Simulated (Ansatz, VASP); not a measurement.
# GdSn: VASP beside Ansatz

File INCAR:

```
PREC = Accurate
ENCUT = 520
EDIFF = 1E-6
ISMEAR = 0
SIGMA = 0.05
LREAL = F
LASPH = T
NELM = 150
ALGO = Normal
ISIF = 2
LWAVE = F
LCHARG = T
LMAXMIX = 6
LDAU = T
LDAUTYPE = 2
LDAUL = 3 -1
LDAUU = 6 0
LDAUJ = 0 0
LDAUPRINT = 1
GGA = PE
LELF = T
LVHAR = T
NBANDS = 23
```

The input KPOINTS:

```
Automatic mesh
0
Gamma
  8 8 8
```

The input POSCAR:

```
GdSn
1.0
    3.8246667891      0.0000000000      0.0000000000
    0.0000000000      3.8246667891      0.0000000000
    0.0000000000      0.0000000000      3.8246667891
Gd Sn
1 1
Direct
    0.0000000000      0.0000000000      0.0000000000
    0.5000000000      0.5000000000      0.5000000000
```

Input for Ansatz:

```yaml
crystal:
  lattice:
    - [3.8246667891, 0.0, 0.0]
    - [0.0, 3.8246667891, 0.0]
    - [0.0, 0.0, 3.8246667891]
  atoms:
    - { symbol: Gd, position: [0.0, 0.0, 0.0] }
    - { symbol: Sn, position: [0.5, 0.5, 0.5] }
basis:
  ecutwfc: 420
  ecutrho_ratio: 4
kpoints:
  mp_grid: { grid: [8, 8, 8] }
hamiltonian:
  xc: pbe
  hubbard: { sites: [{ species: Gd, l: f, u_eff: 6.0 }] }
scf:
  occupations: { method: gaussian, width: 0.05 }
output:
  forces: true
  stress: true
  eigenvalues: true
  populations: true
  hubbard: { sites: [{ species: Gd, l: f }] }
```

Alike in both runs: task single point; functional PBE; k mesh 8 × 8 × 8; occupations gaussian, width 0.05 eV; no spin polarisation; Hubbard terms Gd f U = 6.0 eV.

|  | VASP | Ansatz |
| --- | --- | --- |
| version | VASP 6.6.1 | Ansatz 0.2.0 |
| potentials or method | VASP PAW PBE potentials, release 64 (Gd, Sn_d) | scalar-relativistic, plane waves, PAW |
| plane-wave cutoff (eV) | 520 | 420 |
| valence electrons in the cell | 32 | 32 |

```csv
,VASP,Ansatz,Ansatz less VASP
gap on the k mesh at the Fermi level (eV),none,none,-
pressure (GPa),2.6,2.7,+0.13
```

The programs project onto different local orbitals, so the same U acts differently. A gap of «none» marks a metal or a gap that the smearing closes. Ansatz warned: «filled_band_counts_differ_across_k_points».

Caveats: U without spin polarisation on a metal has little footing. The runs have no spin-orbit coupling, so splittings on Gd are missing. Spin polarisation is off, so any magnetic state and its effect on volume and gap are missing.
